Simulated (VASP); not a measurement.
Consider the following.

```xyz
3
Lattice="0.0000 2.2691 2.2691 2.2691 0.0000 2.2691 2.2691 2.2691 0.0000" Properties=species:S:1:pos:R:3 pbc="T T T"
Li     1.1345     1.1345     1.1345
Li     3.4036     3.4036     3.4036
O      0.0000     0.0000     0.0000
```

Calculation: PBEsol GGA, VASP's PBE PAW potentials (set 64) (plane waves; VASP). Settings: 520 eV cut-off, 10×10×10 Γ-centred mesh, Gaussian smearing of 0.050 eV, potentials Li_sv O.

Task: The job: Li2O (antifluorite), 3 atoms, PBEsol, static run, 520 eV, 10×10×10 Γ-centred mesh. Roughly how much core time does it take on a busy server core?

Result: About 8 core-seconds (one run on a shared machine, a rough figure). It had 47 irreducible k-points, 10 bands, up to 639 plane waves and 13 electronic steps.

The compound is Li2O in the antifluorite structure. This cell is one point of a volume scan, at 0.97 of the reference volume.
